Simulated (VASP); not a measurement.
All values below come from PBEsol GGA, VASP's PBE PAW potentials (set 64) (plane waves; VASP).

A VASP calculation is set up with these files.

INCAR:
```
SYSTEM = ZnS
PREC = Accurate; ENCUT = 300; LREAL = .FALSE.
LASPH = .TRUE.
EDIFF = 1E-6; NELM = 100; ALGO = Normal
LMAXMIX = 4
ISMEAR = -1; SIGMA = 0.05
GGA = PS
ISIF = 2
LWAVE = .FALSE.; LCHARG = .FALSE.
```

**POSCAR**
```
ZnS
1
    1.9100000000    -3.3082170000     0.0000000000
    1.9100000000     3.3082170000     0.0000000000
    0.0000000000     0.0000000000     6.2600000000
Zn S
2 2
Direct
  0.6666670000   0.3333330000   0.5000000000
  0.3333330000   0.6666670000   0.0000000000
  0.6666670000   0.3333330000   0.8750000000
  0.3333330000   0.6666670000   0.3750000000
```

### KPOINTS
```
Automatic
0
G
3 3 2
0 0 0
```

POTCAR, in this order: Zn S (PBE.64 set). Program: vasp_std.

At this cut-off the stress carries a Pulay error, which pulls relaxed volumes low. Gaps are read on the run's mesh, which can miss a band edge.

Task: Estimate the energy per atom (σ→0), pressure, band gap (on the k-mesh).

Result: 
```
Item                               Value
------------------------  --------------
energy per atom (σ→0)     -3.727 eV/atom
band gap (on the k-mesh)         2.01 eV
pressure                       -1.53 GPa
```

**OSZICAR**
```
...
DAV:   8    -0.149085192472E+02    0.18210E-01   -0.97598E-02   360   0.415E+00    0.101E+00
DAV:   9    -0.149083158196E+02    0.20343E-03   -0.18920E-02   348   0.236E+00    0.252E-01
DAV:  10    -0.149084654273E+02   -0.14961E-03   -0.12567E-03   300   0.363E-01    0.175E-01
DAV:  11    -0.149086350964E+02   -0.16967E-03   -0.23326E-04   306   0.143E-01    0.800E-02
DAV:  12    -0.149086336580E+02    0.14384E-05   -0.28819E-05   318   0.852E-02    0.145E-02
DAV:  13    -0.149086355625E+02   -0.19045E-05   -0.45951E-06   284   0.251E-02    0.410E-03
DAV:  14    -0.149086355819E+02   -0.19371E-07   -0.78866E-07   216   0.176E-02
   1 F= -.14908636E+02 E0= -.14908636E+02  d E =-.628444E-09
```

The structure is a typed ZnS crystal (P6_3mc). The cell was not relaxed at this level. The k-mesh is coarse (spacing up to 0.63 per Å, 2π included), so the numbers may not be converged in it. The run is one of a series of settings (KPOINTS 3×3×2 Γ-centred mesh against the base run), some of them coarse on purpose.
